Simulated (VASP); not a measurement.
All values below come from PBE GGA, VASP's PBE PAW potentials (set 64) (plane waves; VASP).

Input for VASP

File POSCAR:
```
LiCl
5.140
  0.0000000000   0.5000000000   0.5000000000
  0.5000000000   0.0000000000   0.5000000000
  0.5000000000   0.5000000000   0.0000000000
Li Cl
1 1
Cart
  0.0000000000   0.0000000000   0.0000000000
  0.5000000000   0.5000000000   0.5000000000
```

**KPOINTS**
```
K-points
0
G
8 8 8
```

**INCAR**
```
! general
SYSTEM = LiCl
PREC   = Accurate
ENCUT  = 520
LREAL  = .False.
LASPH  = .True.
NELECT = 9.5

! electronic loop
EDIFF  = 1E-6
NELM   = 100
ALGO   = Normal

! smearing
ISMEAR = 0
SIGMA  = 0.05

! functional
GGA    = PE

! ions
ISIF   = 2

! output
LWAVE  = .False.
LCHARG = .False.
```

POTCAR, in this order: Li_sv Cl (PBE.64 set). Program: vasp_std.

Output of the run:

File OSZICAR:
```
       N       E                     dE             d eps       ncg     rms          rms(c)
DAV:   1     0.399920473629E+02    0.39992E+02   -0.35828E+03   522   0.875E+02
DAV:   2    -0.535983785422E+01   -0.45352E+02   -0.44666E+02   720   0.154E+02
DAV:   3    -0.727444801524E+01   -0.19146E+01   -0.18831E+01   631   0.369E+01
DAV:   4    -0.733151546908E+01   -0.57067E-01   -0.56910E-01   825   0.600E+00
DAV:   5    -0.733196303559E+01   -0.44757E-03   -0.44754E-03   675   0.528E-01    0.214E+00
DAV:   6    -0.746237723040E+01   -0.13041E+00   -0.19929E-01   560   0.245E+00    0.101E+00
DAV:   7    -0.746442219004E+01   -0.20450E-02   -0.61538E-03   605   0.759E-01    0.582E-01
DAV:   8    -0.746860308736E+01   -0.41809E-02   -0.76662E-03   596   0.704E-01    0.115E-01
DAV:   9    -0.746872278517E+01   -0.11970E-03   -0.38892E-04   666   0.179E-01    0.634E-02
DAV:  10    -0.746872530887E+01   -0.25237E-05   -0.69280E-04   560   0.159E-01    0.432E-02
DAV:  11    -0.746872393361E+01    0.13753E-05   -0.70499E-05   577   0.602E-02    0.238E-02
DAV:  12    -0.746872059229E+01    0.33413E-05   -0.74258E-06   732   0.191E-02    0.397E-03
DAV:  13    -0.746872159599E+01   -0.10037E-05   -0.18215E-06   310   0.847E-03    0.133E-03
DAV:  14    -0.746872149538E+01    0.10061E-06   -0.15096E-07   269   0.336E-03
   1 F= -.74687215E+01 E0= -.74662716E+01  d E =-.489981E-02
```

### OUTCAR
```
------------------------ aborting loop because EDIFF is reached ----------------------------------------
  FORCE on cell =-STRESS in cart. coord.  units (eV):
  Direction    XX          YY          ZZ          XY          YZ          ZX
  --------------------------------------------------------------------------------------
  Total       -3.6180816     -3.6180816     -3.6180816     -0.0000000      0.0000000      0.0000000
  in kB     -170.7495534   -170.7495534   -170.7495534     -0.0000000      0.0000000      0.0000000
  external PRESSURE =    -170.7495534 kB  Pullay stress =       0.0000000 kB
  volume of cell :       33.95
      direct lattice vectors                 reciprocal lattice vectors
     0.000000000  2.570000000  2.570000000    -0.194552529  0.194552529  0.194552529
     2.570000000  0.000000000  2.570000000     0.194552529 -0.194552529  0.194552529
     2.570000000  2.570000000  0.000000000     0.194552529  0.194552529 -0.194552529
  FREE ENERGIE OF THE ION-ELECTRON SYSTEM (eV)
  ---------------------------------------------------
  free  energy   TOTEN  =        -7.4687214954 eV

  energy  without entropy=       -7.4638216892  energy(sigma->0) =       -7.46627159
```
(Selected blocks of OUTCAR.)

### OUTCAR
```
 val. band max:       -0.1874611849   @ k =   0.2500   0.1250   0.0000

 cond. band min:      -0.1806837967   @ k =   0.5000   0.0000   0.0000


 Fermi energy:        -0.1837053904

 k-point     1 :       0.0000    0.0000    0.0000
  band No.  band energies     occupation
      1     -42.4343      2.00000
      2     -13.3466      2.00000
      3       0.0555      0.00000
      4       0.0555      0.00000
      5       0.0555      0.00000
      6       7.1060      0.00000
      7      12.6126      0.00000
      8      12.6126      0.00000
      9      12.6127      0.00000

 k-point     2 :       0.1250    0.0000    0.0000
  band No.  band energies     occupation
      1     -42.4338      2.00000
      2     -13.2793      2.00000
      3      -0.3991      2.00000
      4       0.0182      0.00000
      5       0.0182      0.00000
      6       7.5360      0.00000
      7      11.8769      0.00000
      8      12.5531      0.00000
      9      12.5531      0.00000

 k-point     3 :       0.2500    0.0000    0.0000
  band No.  band energies     occupation
      1     -42.4329      2.00000
      2     -13.1088      2.00000
      3      -1.3366      2.00000
      4      -0.0679      0.00105
      5      -0.0679      0.00105
      6       7.9934      0.00000
      7      11.4850      0.00000
      8      11.4850      0.00000
      9      11.6363      0.00000

 k-point     4 :       0.3750    0.0000    0.0000
  band No.  band energies     occupation
      1     -42.4319      2.00000
      2     -12.9256      2.00000
      3      -2.1433      2.00000
      4      -0.1487      0.32164
      5      -0.1487      0.32163
      6       7.7677      0.00000
      7      10.6236      0.00000
      8      10.6236      0.00000
      9      12.7353      0.00000

 k-point     5 :       0.5000    0.0000    0.0000
  band No.  band energies     occupation
      1     -42.4315      2.00000
      2     -12.8454      2.00000
      3      -2.4538      2.00000
...
```

The cell is charged, with a uniform compensating background.

The compound is LiCl in the rock salt structure. The cell was not relaxed at this level. The run is one of a series of settings (NELECT = 9.5 against the base run), some of them coarse on purpose.
